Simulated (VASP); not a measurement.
Lu, 2 atoms in the cell. Symmetry: P6_3/mmc, No. 194, hexagonal system. The conventional cell has a = 3.512 Å, b = 3.512 Å, c = 5.416 Å, α = 90.00°, β = 90.00°, γ = 120.00°. Lu (site symmetry -6m2) has 12 Lu at 3.38 to 3.51 Å as nearest neighbours. 

| Quantity | Value |
| --- | --- |
| Program | VASP 6.6.1 |
| Task | relaxation of shape and atoms at fixed volume |
| Functional | PBE |
| Potentials or basis | VASP PAW PBE potentials, release 64 (Lu) |
| Cutoff | 300 eV |
| k mesh | 6 × 6 × 4 |
| Occupations | methfessel-paxton, width 0.1 eV |
| Spin | no spin polarisation |
| Further INCAR settings | ALGO = Fast; EDIFF = 1e-07; IBRION = 2; EDIFFG = -0.01; NSW = 40; ISIF = 4 |

Potentials or basis: VASP PAW PBE potentials, release 64 (Lu).

Command:

```console
$ cat potpaw_PBE.64/Lu/POTCAR > POTCAR
$ mpirun -np 1 vasp_std > vasp.out
```

Hardware: 1 thread of Intel(R) Xeon(R) 6975P-C (Granite Rapids), on a shared host.

**Question.** Estimate the wall time of this run.

**Answer.** Wall time 32 s on 1 thread of Intel(R) Xeon(R) 6975P-C (Granite Rapids), with other jobs on the host, peak memory 0.14 GiB. Counts: scf iterations 46, k points 21, ion steps 1.
